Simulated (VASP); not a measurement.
# A vacancy on the Ba site in Ba2BiSb2, part 3 of 3

Wanted: what a vacancy on the Ba site costs in Ba2BiSb2 and how the lattice relaxes round it. The start is a cell from a database of measured crystal structures.

VASP 6.6.1, plane waves and PAW; the level of theory is named at each step.

So far. Step 4 (Reference Ba): The start already met the threshold, so nothing moved. Step 4 (Reference Ba): Energy at zero smearing: -1.91234 eV.

**5. Relaxing the defect**

This step: PBE; plane waves and PAW (Bi, Ba_sv, Sb) (VASP 6.6.1).

System of this step: Ba15Bi8Sb16. The cell holds 39 atoms: 8 Bi, 15 Ba and 16 Sb. Its edges and angles: a = 13.609 Å, b = 13.609 Å, c = 13.609 Å, α = 138.2°, β = 111.6°, γ = 83.5°. It derives from Ba2BiSb2. Nearest the centre at fractional (0.140, 0.390, 0.250): Sb32 at 3.64 Å, Sb25 at 3.64 Å, Sb26 at 3.64 Å, Sb35 at 3.64 Å, Sb24 at 3.65 Å, Sb36 at 3.65 Å, Bi4 at 3.74 Å, Bi1 at 3.74 Å.

The host is treated as a metal, since its gap is under 0.3 eV or closed. The run keeps 4 symmetry operations, which cuts the number of k-points but bars distortions that break them. The atoms relax at the host's fixed cell.

INCAR

```
SYSTEM = Ba15Bi8Sb16
PREC = Normal
ENCUT = 300
EDIFF = 1E-05
NELM = 120
ISMEAR = 1
SIGMA = 0.2
LREAL = Auto
ALGO = Fast
GGA = PE
NBANDS = 164
LORBIT = 11
LWAVE = .FALSE.
LCHARG = .TRUE.
KPAR = 4
LASPH = .TRUE.
IBRION = 2
NSW = 50
ISIF = 2
EDIFFG = -0.03
POTIM = 0.4
MAXMIX = 40
ISYM = 2
```

POSCAR

```
Ba15Bi8Sb16
1.0
   -4.8576948426      7.6502428826     10.1523705008
    4.8576948426     -7.6502428826     10.1523705008
    4.8576948426      7.6502428826    -10.1523705008
Bi Ba Sb
8 15 16
Direct
    0.0000000000      0.0000000000      0.0000000000
    0.0000000000      0.0000000000      0.5000000000
    0.0000000000      0.5000000000      0.0000000000
    0.0000000000      0.5000000000      0.5000000000
    0.5000000000      0.0000000000      0.0000000000
    0.5000000000      0.0000000000      0.5000000000
    0.5000000000      0.5000000000      0.0000000000
    0.5000000000      0.5000000000      0.5000000000
    0.1402438800      0.3902438800      0.7500000000
    0.1402438800      0.8902438800      0.2500000000
    0.1402438800      0.8902438800      0.7500000000
    0.6402438800      0.3902438800      0.2500000000
    0.6402438800      0.3902438800      0.7500000000
    0.6402438800      0.8902438800      0.2500000000
    0.6402438800      0.8902438800      0.7500000000
    0.3597561200      0.1097561200      0.2500000000
    0.3597561200      0.1097561200      0.7500000000
    0.3597561200      0.6097561200      0.2500000000
    0.3597561200      0.6097561200      0.7500000000
    0.8597561200      0.1097561200      0.2500000000
    0.8597561200      0.1097561200      0.7500000000
    0.8597561200      0.6097561200      0.2500000000
    0.8597561200      0.6097561200      0.7500000000
    0.1488825200      0.2500000000      0.3988825200
    0.1488825200      0.2500000000      0.8988825200
    0.1488825200      0.7500000000      0.3988825200
    0.1488825200      0.7500000000      0.8988825200
    0.6488825200      0.2500000000      0.3988825200
    0.6488825200      0.2500000000      0.8988825200
    0.6488825200      0.7500000000      0.3988825200
    0.6488825200      0.7500000000      0.8988825200
    0.3511174800      0.2500000000      0.1011174800
    0.3511174800      0.2500000000      0.6011174800
    0.3511174800      0.7500000000      0.1011174800
    0.3511174800      0.7500000000      0.6011174800
    0.8511174800      0.2500000000      0.1011174800
    0.8511174800      0.2500000000      0.6011174800
    0.8511174800      0.7500000000      0.1011174800
    0.8511174800      0.7500000000      0.6011174800
```

KPOINTS

```
Automatic mesh
0
Gamma
3 3 3
0 0 0
```

Potentials, in the order of the species: Bi, Ba_sv and Sb (PBE family, release 64).

Launch:

```console
mpirun -np 4 vasp_std
```

The log of the run:

```text
[banner, memory and clock lines left out]
running    4 mpi-ranks, on    1 nodes
 distrk:  each k-point on    1 cores,    4 groups
 distr:  one band on    1 cores,    1 groups

 POSCAR found type information on POSCAR BiBaSb
 POSCAR found :  3 types and      39 ions
 LDA part: xc-table for (Slater+PW92), standard interpolation
 POSCAR, INCAR and KPOINTS ok, starting setup
 FFT: planning ... GRIDC
 FFT: planning ... GRID_SOFT
 FFT: planning ... GRID
 WAVECAR not read
 entering main loop
       N       E                     dE             d eps       ncg     rms          rms(c)
DAV:   1     0.157584473932E+04    0.15758E+04   -0.76012E+04  2632   0.876E+02
DAV:   2     0.208664387108E+02   -0.15550E+04   -0.15174E+04  3284   0.219E+02
DAV:   3    -0.149127355368E+03   -0.16999E+03   -0.16719E+03  3296   0.751E+01
DAV:   4    -0.157029708691E+03   -0.79024E+01   -0.78672E+01  3936   0.152E+01
DAV:   5    -0.157303511992E+03   -0.27380E+00   -0.27350E+00  3712   0.288E+00    0.153E+01
RMM:   6    -0.156141905139E+03    0.11616E+01   -0.23517E+00  2632   0.190E+00    0.896E+00
RMM:   7    -0.156159153765E+03   -0.17249E-01   -0.27018E+00  2918   0.230E+00    0.142E+00
RMM:   8    -0.156128850331E+03    0.30303E-01   -0.41647E-01  2921   0.116E+00    0.361E-01
RMM:   9    -0.156144646192E+03   -0.15796E-01   -0.14145E-01  3923   0.506E-01    0.397E-01
RMM:  10    -0.156146671848E+03   -0.20257E-02   -0.21886E-02  4561   0.181E-01    0.393E-01
RMM:  11    -0.156146855494E+03   -0.18365E-03   -0.54355E-03  4271   0.911E-02    0.344E-01
RMM:  12    -0.156149691945E+03   -0.28365E-02   -0.15428E-02  3682   0.186E-01    0.236E-01
RMM:  13    -0.156149216063E+03    0.47588E-03   -0.17792E-03  3552   0.738E-02    0.194E-01
RMM:  14    -0.156148641281E+03    0.57478E-03   -0.13442E-03  3520   0.525E-02    0.100E-01
RMM:  15    -0.156148578626E+03    0.62654E-04   -0.12188E-03  3701   0.455E-02    0.230E-02
RMM:  16    -0.156148632555E+03   -0.53928E-04   -0.29330E-04  3404   0.226E-02    0.141E-02
RMM:  17    -0.156148673655E+03   -0.41101E-04   -0.33752E-04  3694   0.247E-02    0.280E-02
RMM:  18    -0.156148660086E+03    0.13570E-04   -0.92353E-05  3077   0.153E-02    0.938E-03
RMM:  19    -0.156148663842E+03   -0.37568E-05   -0.57826E-05  2533   0.100E-02
   1 F= -.15614866E+03 E0= -.15615515E+03  d E =-.156149E+03
 curvature:   0.00 expect dE= 0.000E+00 dE for cont linesearch  0.000E+00
 trial: gam= 0.00000 g(F)=  0.219E-01 g(S)=  0.000E+00 ort = 0.000E+00 (trialstep = 0.100E+01)
 search vector abs. value=  0.219E-01
 bond charge predicted
       N       E                     dE             d eps       ncg     rms          rms(c)
DAV:   1    -0.156166410066E+03   -0.17750E-01   -0.91015E-01  3072   0.161E+00    0.216E-01
RMM:   2    -0.156170116816E+03   -0.37068E-02   -0.39556E-02  2698   0.369E-01    0.217E-01
RMM:   3    -0.156169339303E+03    0.77751E-03   -0.72918E-03  2910   0.161E-01    0.466E-02
RMM:   4    -0.156169494166E+03   -0.15486E-03   -0.22518E-03  4223   0.730E-02    0.344E-02
RMM:   5    -0.156169539739E+03   -0.45573E-04   -0.72306E-04  3573   0.432E-02    0.369E-02
RMM:   6    -0.156169534254E+03    0.54849E-05   -0.34654E-04  3618   0.276E-02    0.637E-03
RMM:   7    -0.156169539346E+03   -0.50919E-05   -0.11587E-04  3188   0.145E-02    0.502E-03
RMM:   8    -0.156169541021E+03   -0.16750E-05   -0.29441E-05  1920   0.772E-03
   2 F= -.15616954E+03 E0= -.15617661E+03  d E =-.208772E-01
[... from here on, the cycles between the ionic steps are left out ...]
   3 F= -.15621971E+03 E0= -.15622840E+03  d E =-.710491E-01
[...]
WARNING in EDDRMM: call to ZHEGV failed, returncode =   8  4     77
[...]
WARNING in EDDRMM: call to ZHEGV failed, returncode =   6  3     98
   4 F= -.15626465E+03 E0= -.15627562E+03  d E =-.115988E+00
   5 F= -.15626508E+03 E0= -.15627621E+03  d E =-.116415E+00
   6 F= -.15627593E+03 E0= -.15628736E+03  d E =-.108488E-01
[...]
WARNING in EDDRMM: call to ZHEGV failed, returncode =   8  4    122
   7 F= -.15628271E+03 E0= -.15629428E+03  d E =-.176328E-01
[...]
WARNING in EDDRMM: call to ZHEGV failed, returncode =   6  3     98
[...]
WARNING in EDDRMM: call to ZHEGV failed, returncode =   6  3    116
   8 F= -.15628807E+03 E0= -.15629993E+03  d E =-.536184E-02
   9 F= -.15629195E+03 E0= -.15630456E+03  d E =-.923956E-02
[...]
WARNING in EDDRMM: call to ZHEGV failed, returncode =   6  3    134
  10 F= -.15629290E+03 E0= -.15630531E+03  d E =-.101840E-01
  11 F= -.15629724E+03 E0= -.15631011E+03  d E =-.434218E-02
  12 F= -.15629893E+03 E0= -.15631216E+03  d E =-.603761E-02
  13 F= -.15629680E+03 E0= -.15631056E+03  d E =-.390560E-02
[...]
WARNING in EDDRMM: call to ZHEGV failed, returncode =   6  3     83
  14 F= -.15629926E+03 E0= -.15631263E+03  d E =-.636192E-02
  15 F= -.15630333E+03 E0= -.15631718E+03  d E =-.407243E-02
  16 F= -.15630392E+03 E0= -.15631790E+03  d E =-.466059E-02
  17 F= -.15630427E+03 E0= -.15631849E+03  d E =-.501373E-02
  18 F= -.15631035E+03 E0= -.15632543E+03  d E =-.608367E-02
  19 F= -.15631142E+03 E0= -.15632920E+03  d E =-.714826E-02
[...]
WARNING in EDDRMM: call to ZHEGV failed, returncode =   6  3    130
  20 F= -.15631494E+03 E0= -.15633135E+03  d E =-.106724E-01
  21 F= -.15632076E+03 E0= -.15633854E+03  d E =-.581761E-02
[...]
WARNING in EDDRMM: call to ZHEGV failed, returncode =   6  3     96
  22 F= -.15632157E+03 E0= -.15633985E+03  d E =-.663165E-02
  23 F= -.15632004E+03 E0= -.15633926E+03  d E =-.509889E-02
  24 F= -.15632166E+03 E0= -.15634014E+03  d E =-.671761E-02
 curvature:  -0.40 expect dE=-0.297E-03 dE for cont linesearch -0.182E-06
 trial: gam= 0.18451 g(F)=  0.745E-03 g(S)=  0.000E+00 ort =-0.440E-04 (trialstep = 0.522E+01)
 search vector abs. value=  0.873E-03
 bond charge predicted
       N       E                     dE             d eps       ncg     rms          rms(c)
DAV:   1    -0.156321791486E+03   -0.13352E-03   -0.69416E-01  2656   0.146E+00    0.177E-01
RMM:   2    -0.156323974977E+03   -0.21835E-02   -0.23507E-02  2652   0.305E-01    0.147E-01
RMM:   3    -0.156324756850E+03   -0.78187E-03   -0.42009E-03  3800   0.118E-01    0.230E-01
RMM:   4    -0.156325447005E+03   -0.69015E-03   -0.11560E-03  3943   0.573E-02    0.316E-01
RMM:   5    -0.156326667110E+03   -0.12201E-02   -0.83825E-04  3414   0.489E-02    0.422E-01
RMM:   6    -0.156325711766E+03    0.95534E-03   -0.35877E-04  2950   0.334E-02    0.351E-01
RMM:   7    -0.156324372995E+03    0.13388E-02   -0.21049E-03  3832   0.715E-02    0.188E-01
RMM:   8    -0.156324136008E+03    0.23699E-03   -0.44220E-04  3233   0.336E-02    0.126E-01
RMM:   9    -0.156324060484E+03    0.75524E-04   -0.66173E-04  3477   0.406E-02    0.697E-02
RMM:  10    -0.156324158267E+03   -0.97783E-04   -0.30306E-04  3233   0.292E-02    0.105E-01
RMM:  11    -0.156324080757E+03    0.77511E-04   -0.95888E-05  2509   0.180E-02    0.727E-02
RMM:  12    -0.156324066734E+03    0.14023E-04   -0.55387E-05  2353   0.126E-02    0.606E-02
RMM:  13    -0.156324065061E+03    0.16728E-05   -0.51454E-05  2197   0.120E-02
  25 F= -.15632407E+03 E0= -.15634287E+03  d E =-.240413E-02
 trial-energy change:   -0.002404  1 .order   -0.002515   -0.003850   -0.001180
 step:   9.4297(harm=  7.5351)  dis= 0.02055  next Energy=  -156.324482 (dE=-0.282E-02)
 reached required accuracy - stopping structural energy minimisation
```

It took 36 min on 4 MPI ranks of Intel Xeon 6975P-C (Granite Rapids), shared host; peak memory 3.8 GiB.

Parts of OUTCAR (step 5):

```text
   k-points           NKPTS =      8   k-points in BZ     NKDIM =      8   number of bands    NBANDS=    164

   NELECT =     270.0000    total number of electrons

 E-fermi :   4.1148

 k-point     1 :       0.0000    0.0000    0.0000
  band No.  band energies     occupation
    ...
    131       3.5937      2.00143
    132       3.7623      2.03183
    133       4.0003      1.81461
    134       4.0949      1.16703
    135       4.1581      0.64304
    136       4.3579     -0.07089
    137       4.3797     -0.06823
    138       4.4646     -0.03291
    139       4.4805     -0.02672
    140       4.6237     -0.00190
    ...

  Total       -0.1749038     -3.2014404      3.0388339      0.0000000      0.0000000      0.0000000
  in kB       -0.1856851     -3.3987804      3.2261507      0.0000000      0.0000000      0.0000000
  external PRESSURE =      -0.1194383 kB  Pullay stress =       0.0000000 kB

 POSITION                                       TOTAL-FORCE (eV/Angst)
 -----------------------------------------------------------------------------------
      9.63186      0.00000      0.04463        -0.009530      0.000000     -0.001830
      2.42885      3.94702     -5.04133        -0.000000     -0.024901      0.000236
      2.42885     11.41811      5.07129         0.000000      0.013453      0.001927
      4.94122      0.00000      0.04463         0.009530     -0.000000     -0.001830
      2.42885     11.35346     -5.04133         0.000000      0.024901      0.000236
      4.71512     -0.00000     10.11615         0.012143     -0.000000     -0.004332
      0.14257      0.00000     10.11615        -0.012143      0.000000     -0.004332
      2.42885      3.88238      5.07129        -0.000000     -0.013453      0.001927
      4.89517      3.76691     -2.19746        -0.000832      0.003062     -0.001828
      4.82022     -3.88333      7.95491         0.000832      0.003062     -0.001828
      7.28654      0.00000      2.97867        -0.000000     -0.000000      0.000643
      0.03748      3.88333      7.95491        -0.000832     -0.003062     -0.001828
      2.42885      7.65024      2.77790        -0.000000     -0.000000     -0.013694
      2.42885      0.00000     13.00498        -0.000000     -0.000000      0.006332
      4.82022      3.88333      7.95491         0.000832     -0.003062     -0.001828
      0.01678      3.72514      2.22290        -0.006543      0.010186      0.000797
      2.42885      7.65024     -2.83225        -0.000000     -0.000000     -0.001090
      2.42885     -0.00000      7.17406        -0.000000     -0.000000     -0.024276
      4.84092      3.72514      2.22290         0.006543      0.010186      0.000797
     -2.42885      7.65024      7.28832        -0.000000     -0.000000      0.003697
      0.01678     11.57535      2.22290        -0.006543     -0.010186      0.000797
     -0.01678      3.92511     12.37527         0.006543     -0.010186      0.000797
      2.42885      7.65024      7.23130        -0.000000     -0.000000      0.008082
      2.42885      2.31808     -0.01966        -0.000000     -0.016002     -0.005614
[...]
-----------------------------------------------------------------------------------
    total drift:                               -0.000015     -0.000023     -0.063831

  FREE ENERGIE OF THE ION-ELECTRON SYSTEM (eV)
  ---------------------------------------------------
  free  energy   TOTEN  =      -156.3240650610 eV

  energy  without entropy=     -156.3804894160  energy(sigma->0) =     -156.34287318

[... 6 parts as in an earlier step ...]

[... 11 further parts left out ...]
```

The run keeps the 4 symmetry operations of its start, so it cannot find a distortion of lower symmetry.

Step by step (22 of 25):

```
step  energy less that of the first step (eV)  largest force (eV/Å)
   1                                   0.0000                0.2692
   2                                  -0.0209                0.2389
   3                                  -0.0710                0.1760
   4                                  -0.1160                0.0793
   6                                  -0.1273                0.0564
   7                                  -0.1340                0.0585
   8                                  -0.1394                0.0476
   9                                  -0.1433                0.0773
  10                                  -0.1442                0.0669
  11                                  -0.1486                0.0352
  12                                  -0.1503                0.0525
  14                                  -0.1506                0.0548
  15                                  -0.1547                0.0463
  16                                  -0.1553                0.0502
  17                                  -0.1556                0.0636
  18                                  -0.1617                0.0643
  19                                  -0.1628                0.1467
  20                                  -0.1663                0.0816
  22                                  -0.1729                0.0527
  23                                  -0.1714                0.0696
  24                                  -0.1730                0.0522
  25                                  -0.1754                0.0249
```

The atoms that moved most (Å):

```
atom      dx      dy      dz  length
 Bi6  -0.143   0.000  -0.036   0.147
 Bi7   0.143   0.000  -0.036   0.147
Sb32  -0.014   0.127   0.049   0.137
Sb35   0.014   0.127   0.049   0.137
Sb25  -0.014  -0.127   0.049   0.137
Sb26   0.014  -0.127   0.049   0.137
Sb39   0.000   0.132   0.026   0.134
Sb27   0.000  -0.132   0.026   0.134
```

Final coordinates:

```cif
data_structure
_symmetry_space_group_name_H-M 'P 1'
_symmetry_Int_Tables_number 1
_cell_length_a 13.6086
_cell_length_b 13.6086
_cell_length_c 13.6086
_cell_angle_alpha 138.173
_cell_angle_beta 111.589
_cell_angle_gamma 83.505
_cell_volume 1509.15
loop_
_atom_site_label
_atom_site_type_symbol
_atom_site_fract_x
_atom_site_fract_y
_atom_site_fract_z
_atom_site_occupancy
Bi1 Bi 0.00220 0.99360 0.99140 1
Bi2 Bi 0.00968 0.00172 0.50797 1
Bi3 Bi 0.99602 0.49976 0.99626 1
Bi4 Bi 0.00220 0.51080 0.50860 1
Bi5 Bi 0.49375 0.00172 0.99203 1
Bi6 Bi 0.49822 0.98354 0.48533 1
Bi7 Bi 0.49822 0.51289 0.01467 1
Bi8 Bi 0.50350 0.49976 0.50374 1
Ba9 Ba 0.13797 0.39563 0.75005 1
Ba10 Ba 0.13797 0.88792 0.24234 1
Ba11 Ba 0.14670 0.89670 0.75000 1
Ba12 Ba 0.64558 0.39563 0.25766 1
Ba13 Ba 0.63681 0.38681 0.75000 1
Ba14 Ba 0.64049 0.89049 0.25000 1
Ba15 Ba 0.64558 0.88792 0.74995 1
Ba16 Ba 0.35294 0.11120 0.24519 1
Ba17 Ba 0.36051 0.11051 0.75000 1
Ba18 Ba 0.35332 0.60332 0.25000 1
Ba19 Ba 0.35294 0.60775 0.74174 1
Ba20 Ba 0.85895 0.10895 0.25000 1
Ba21 Ba 0.86601 0.11120 0.75826 1
Ba22 Ba 0.86601 0.60775 0.25481 1
Ba23 Ba 0.85614 0.60614 0.75000 1
Sb24 Sb 0.15054 0.24903 0.40150 1
Sb25 Sb 0.14300 0.25103 0.88916 1
Sb26 Sb 0.14300 0.75383 0.39197 1
Sb27 Sb 0.14156 0.75127 0.89028 1
Sb28 Sb 0.65041 0.24768 0.40165 1
Sb29 Sb 0.65187 0.24838 0.90349 1
Sb30 Sb 0.64444 0.74903 0.39541 1
Sb31 Sb 0.65041 0.74876 0.90273 1
Sb32 Sb 0.36186 0.25103 0.10803 1
Sb33 Sb 0.34490 0.24838 0.59651 1
Sb34 Sb 0.35362 0.74903 0.10459 1
Sb35 Sb 0.36186 0.75383 0.61084 1
Sb36 Sb 0.84753 0.24903 0.09850 1
Sb37 Sb 0.84604 0.24768 0.59727 1
Sb38 Sb 0.84604 0.74876 0.09835 1
Sb39 Sb 0.86099 0.75127 0.60972 1
```

Numbers from this step:

```yaml
electronic_cycles: 230
electrons: 270
free_energy_toten: -156.3241 eV
energy_at_zero_smearing: -156.3429 eV
fermi_energy: 4.115 eV
```

Valence density in the bc plane at fractional x = 0.140, through the centre, with atoms of Ba and Sb within 0.45 Å of it. It is the smooth field of the valence electrons, not physical close to the nuclei.

Ten even steps from '0' (-0.2 e/Å³) to '9' (1.4 e/Å³), each cell a mean:
```
11111111223333322111111111123333332211
11111122331233221111111112232113322111
32211233200232212233221123310023221223
53222332123322236775322233212332223567
52222333332223689985222233333222358998
22222333222248857962112233322224885796
11222222112489688521112222211248967852
11122211123799863211112221112379996321
11222111123554321111111111112456532111
12221111122222211111111111112222221111
22111111112222222111111111111122222222
11111111122333322111111111112223332222
11111112233333321111111111123333332211
11111123321233211111111112232113322111
22112233101332111111111123320023221222
42222332223221111111111223312332223566
42223333332111111111111233333222368998
22222332211111111111112233322224875895
11122221111111111111112222211259858852
11111111111111111111111111112479986321
11111111111111111111111111112466532111
11111111111111111111111111112222211111
11111111111112222111111111111122222221
11111111112223222211111111112223332221
```
Columns run along b (13.6 Å), rows up along c (13.6 Å). Atoms in or near the plane, at fractional coordinates: Ba at (0.40, 0.75), Ba at (0.89, 0.24), Ba at (0.90, 0.75), Sb at (0.25, 0.40), Sb at (0.25, 0.89), Sb at (0.75, 0.39), Sb at (0.75, 0.89).

The run ended after 25 ionic steps, 0.175 eV below its first step, once the forces on the free atoms met EDIFFG = -0.03.

The 8 first neighbours (Bi and Sb) lie 3.67 Å from the site on average (3.64 to 3.74) in the perfect crystal and 3.73 Å on average after the relaxation (+1.7 %).

**6. Formation energies**

This step: point defect, PBE; plane waves and PAW (VASP 6.6.1).

This step runs nothing: it gathers the runs above.

This step gave:

* formation energy of the neutral defect: 2.857 eV

Formation energy:

```
formation energy (eV)  largest move (Å)
                2.857            0.1471
```

The formation energy is the energy of the relaxed defect cell less that of the perfect cell, with each removed atom booked to its reference and each added atom taken from it.

References, in eV an atom: Ba -1.912 (crystal Im-3m). They were run at the supercell's cutoff and functional, without U, and count both elements from their own phases.

**7. Results**

```json
{"formation energy at charge 0": "2.857 eV"}
```

**Reading.** A vacancy on the Ba site costs 2.86 eV, with every exchanged atom at the energy of its element. The 8 first neighbours (Bi and Sb) lie 3.67 Å from the site on average (3.64 to 3.74) in the perfect crystal and 3.73 Å on average after the relaxation (+1.7 %). With metallic smearing the value can move by tenths of an eV with the k mesh. The supercell of 40 atoms is small, so interactions between images remain.

[Lines on the potential files, build, host, timing and source positions are cut from VASP's logs without a mark.]

[Logs are printed without paths, hosts, clocks, repeated set-up lines and the standing remarks that a program may print on its own settings, such as how far it seeks lower states.]

[Hosts, paths, dates, database ids (printed as entryN), source tags and the programs' standing remarks are cut or masked in the printed files.]

[In band tables of VASP the shares of atoms and orbitals are scaled to a sum of 1 inside the atoms' spheres.]

[Runs that stopped without an error message from VASP are left out.]
